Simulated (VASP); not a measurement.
OSZICAR of a VASP run on PtAl$_{2}$ (fluorite):

File OSZICAR:
```
       N       E                     dE             d eps       ncg     rms          rms(c)
DAV:   1     0.502507616898E+02    0.50251E+02   -0.68446E+03  1144   0.114E+03
DAV:   2    -0.171848220636E+02   -0.67436E+02   -0.60374E+02  1304   0.190E+02
DAV:   3    -0.192383891625E+02   -0.20536E+01   -0.20161E+01  1432   0.324E+01
DAV:   4    -0.192557703248E+02   -0.17381E-01   -0.17390E-01  1316   0.355E+00
DAV:   5    -0.192559891702E+02   -0.21885E-03   -0.21909E-03  1456   0.411E-01    0.909E+00
DAV:   6    -0.187401413627E+02    0.51585E+00   -0.23555E+00  1304   0.152E+01    0.233E+00
DAV:   7    -0.186414604027E+02    0.98681E-01   -0.17727E-01  1244   0.430E+00    0.172E+00
DAV:   8    -0.186003911018E+02    0.41069E-01   -0.39601E-02  1324   0.182E+00    0.262E-01
DAV:   9    -0.186001869916E+02    0.20411E-03   -0.18667E-03  1376   0.399E-01    0.166E-01
DAV:  10    -0.186001812740E+02    0.57176E-05   -0.22083E-04  1296   0.143E-01    0.187E-02
DAV:  11    -0.186001804352E+02    0.83871E-06   -0.19037E-05  1376   0.460E-02    0.769E-03
DAV:  12    -0.186001805908E+02   -0.15551E-06   -0.90900E-07  1320   0.764E-03    0.171E-03
DAV:  13    -0.186001797760E+02    0.81471E-06   -0.47032E-07  1280   0.674E-03    0.691E-04
DAV:  14    -0.186001798423E+02   -0.66276E-07   -0.12483E-08   772   0.130E-03
   1 F= -.18600180E+02 E0= -.18600180E+02  d E =0.000000E+00
```

Q: Which electronic solver shows in the log?

A: It is blocked Davidson (ALGO = Normal, or the opening steps of other solvers). The INCAR had ALGO = Normal.

Q: Can the final energy be trusted as converged?

A: The run converged. It stopped with EDIFF = 1E-7, NELM = 100 (LDA (Ceperley-Alder, Perdew-Zunger), plane waves, VASP's LDA PAW potentials (set 64)).

The compound is PtAl2 in the fluorite structure. It was relaxed first.
